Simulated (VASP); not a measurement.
Given:

```xyz
4
Lattice="-1.5646 1.5646 5.2969 1.5646 -1.5646 5.2969 1.5646 1.5646 -5.2969" Properties=species:S:1:pos:R:3 pbc="T T T"
Ir     0.0000     0.0000     7.9454
Ir     0.0000     1.5646     0.0000
P      0.0000     0.0000     1.7586
P      0.0000     1.5646     4.4071
```

Level of theory: PBE GGA, VASP's PBE PAW potentials (set 64) (plane waves; VASP). Settings: 300 eV cut-off, 8×8×8 Γ-centred mesh, Fermi-Dirac smearing of 0.10 eV, potentials Ir P.

At this cut-off the stress carries a Pulay error, which pulls relaxed volumes low. Energy and stress use the plane-wave basis of the starting cell.

**Question.** The ions, cell shape and volume are relaxed. Which structure does the run end with?

**Answer.** 
```xyz
4
Lattice="-1.7180 1.7180 4.8580 1.7180 -1.7180 4.8580 1.7180 1.7180 -4.8580" Properties=species:S:1:pos:R:3 pbc="T T T"
Ir     0.0000     0.0000     7.2562
Ir     1.7180     0.0000     4.8272
P      0.0000     0.0000     1.6437
P      0.0000     1.7180     4.0727
```
Space group I4_1md (109), at a tolerance of 0.03 Å.

**Question.** How do energy and volume change from the first to the last step?

**Answer.** The energy (σ→0) changes by -213.4 meV/atom and the volume by +10.6 %, in 25 ionic steps.

The structure was generated: PIr was put into an ordered model structure, which need not be its known phase. This run relaxes it. Symmetry was kept, so distortions that lower it aren't found. The k-mesh is coarse (spacing up to 0.32 per Å, 2π included), so the numbers may not be converged in it. The run is one of a series of settings (EDIFFG = -0.01, IBRION = 2, ISIF = 3, NSW = 50 against the base run), some of them coarse on purpose.
